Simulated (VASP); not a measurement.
These are rev-vdW-DF2, VASP's PBE PAW potentials (set 64) (plane waves; VASP) values and carry that method's errors.

VASP ran on this input.

POSCAR:
```
Er
1
    1.7713872663    -3.0681323142     0.0000000000
    1.7713872663     3.0681323142     0.0000000000
    0.0000000000     0.0000000000     5.4510566723
Er
2
Direct
  0.3333330000   0.6666670000   0.2500000000
  0.6666670000   0.3333330000   0.7500000000
```

### INCAR
```
# general
SYSTEM   = Er
PREC     = Accurate
ENCUT    = 520   # plane-wave cut-off (eV)
LREAL    = .FALSE.   # projection in real space or not
LASPH    = .TRUE.

# electronic loop
EDIFF    = 1E-7   # SCF stop (eV)
NELM     = 100   # most electronic steps
ALGO     = Normal   # blocked Davidson
LMAXMIX  = 6   # l cut-off of mixed one-centre charges

# smearing
ISMEAR   = -5

# functional
GGA      = MK
LUSE_VDW = .TRUE.
AGGAC    = 0.0
PARAM1   = 0.1234568
PARAM2   = 0.7114
ZAB_VDW  = -1.8867

# ions
ISIF     = 2

# output
LWAVE    = .FALSE.
LCHARG   = .TRUE.
LORBIT   = 11   # lm-projected
NEDOS    = 601
```

### KPOINTS
```
Automatic
0
G
  13 13 8
0 0 0
```

POTCAR, in this order: Er_3 (PBE.64 set). Program: vasp_std.

The run wrote:

File OUTCAR:
```
 ion  position               nearest neighbor table
   1  0.333  0.667  0.250-   2 3.41   2 3.41   2 3.41   2 3.41   2 3.41   2 3.41
   2  0.667  0.333  0.750-   1 3.41   1 3.41   1 3.41   1 3.41   1 3.41   1 3.41
  LATTYP: Found a hexagonal cell.
 ALAT       =     3.5427741594
 C/A-ratio  =     1.5386407451
 Subroutine PRICEL returns:
 Original cell was already a primitive cell.
 Subroutine GETGRP returns: Found 24 space group operations
The static configuration has the point symmetry D_3d.
 The point group associated with its full space group is D_6h.
The dynamic configuration has the point symmetry D_3d.
 Subroutine INISYM returns: Found 24 space group operations
 Subroutine IBZKPT returns following result:
 Found    105 irreducible k-points:

 Following reciprocal coordinates:
            Coordinates               Weight
  0.000000  0.000000  0.000000      1.000000
  0.076923  0.000000  0.000000      6.000000
  0.153846  0.000000  0.000000      6.000000
  0.230769 -0.000000  0.000000      6.000000
  0.307692  0.000000  0.000000      6.000000
  0.384615  0.000000  0.000000      6.000000
  0.461538  0.000000  0.000000      6.000000
  0.076923  0.076923  0.000000      6.000000
  0.153846  0.076923  0.000000     12.000000
  0.230769  0.076923  0.000000     12.000000
  0.307692  0.076923  0.000000     12.000000
  0.384615  0.076923  0.000000     12.000000
  0.461538  0.076923  0.000000      6.000000
  0.153846  0.153846  0.000000      6.000000
  0.230769  0.153846  0.000000     12.000000
  0.307692  0.153846  0.000000     12.000000
  0.384615  0.153846  0.000000     12.000000
  0.230769  0.230769  0.000000      6.000000
  0.307692  0.230769  0.000000     12.000000
  0.384615  0.230769  0.000000      6.000000
  0.307692  0.307692  0.000000      6.000000
  0.000000  0.000000  0.125000      2.000000
...
```

File OSZICAR:
```
       N       E                     dE             d eps       ncg     rms          rms(c)
DAV:   1     0.515865437296E+02    0.51587E+02   -0.87360E+03  4618   0.138E+03
DAV:   2    -0.194323781268E+01   -0.53530E+02   -0.52416E+02  4570   0.542E+02
DAV:   3    -0.433210282473E+01   -0.23889E+01   -0.22821E+01  4935   0.576E+01
DAV:   4    -0.445486484725E+01   -0.12276E+00   -0.11829E+00  4879   0.995E+00
DAV:   5    -0.446051566574E+01   -0.56508E-02   -0.56626E-02  4682   0.209E+00    0.251E+01
DAV:   6    -0.446922127582E+01   -0.87056E-02   -0.25775E-02  4595   0.315E+00    0.149E+01
DAV:   7    -0.448379800775E+01   -0.14577E-01   -0.47468E-02  4450   0.436E+00    0.369E-01
DAV:   8    -0.448377746947E+01    0.20538E-04   -0.30108E-03  4413   0.820E-01    0.720E-02
DAV:   9    -0.448379843500E+01   -0.20966E-04   -0.17966E-04  4699   0.174E-01    0.319E-02
DAV:  10    -0.448379617750E+01    0.22575E-05   -0.23134E-05  4631   0.592E-02    0.442E-02
DAV:  11    -0.448379686604E+01   -0.68854E-06   -0.24150E-06  4294   0.166E-02    0.235E-03
DAV:  12    -0.448379712210E+01   -0.25606E-06   -0.16229E-07  2752   0.648E-03    0.315E-03
DAV:  13    -0.448379709237E+01    0.29735E-07   -0.45915E-08  2430   0.101E-02
   1 F= -.44837971E+01 E0= -.44837971E+01  d E =0.000000E+00
```

**OUTCAR**
```
------------------------ aborting loop because EDIFF is reached ----------------------------------------
  FORCE on cell =-STRESS in cart. coord.  units (eV):
  Direction    XX          YY          ZZ          XY          YZ          ZX
  --------------------------------------------------------------------------------------
  Total       -0.0141296     -0.0141296      0.1682209      0.0000000      0.0000000      0.0000000
  in kB       -0.3820699     -0.3820698      4.5487524      0.0000000      0.0000000      0.0000000
  external PRESSURE =       1.2615375 kB  Pullay stress =       0.0000000 kB
  volume of cell :       59.25
      direct lattice vectors                 reciprocal lattice vectors
     1.771387266 -3.068132314  0.000000000     0.282264646 -0.162965592  0.000000000
     1.771387266  3.068132314  0.000000000     0.282264646  0.162965592  0.000000000
     0.000000000  0.000000000  5.451056672     0.000000000  0.000000000  0.183450670
 POSITION                                       TOTAL-FORCE (eV/Angst)
 -----------------------------------------------------------------------------------
      1.77139      1.02271      1.36276         0.000000     -0.000000      0.000000
      1.77139     -1.02271      4.08829        -0.000000      0.000000      0.000000
 -----------------------------------------------------------------------------------
    total drift:                                0.000002      0.000085     -0.000012
  FREE ENERGIE OF THE ION-ELECTRON SYSTEM (eV)
  ---------------------------------------------------
  free  energy   TOTEN  =        -4.4837970924 eV

  energy  without entropy=       -4.4837970924  energy(sigma->0) =       -4.48379709

 total charge

# of ion       s       p       d       tot
------------------------------------------
    1        0.524   6.549   1.126   8.199
    2        0.524   6.549   1.126   8.199
--------------------------------------------------
tot          1.049  13.098   2.251  16.398
```
(Selected blocks of OUTCAR.)

The 4f electrons are frozen in the core of the lanthanide potential, so 4f levels, which can set the real gap, and their magnetism are missing. For a metal the tetrahedron method with Blöchl corrections gives inexact stress and forces.

The compound is Er in the hcp structure. It was relaxed first.
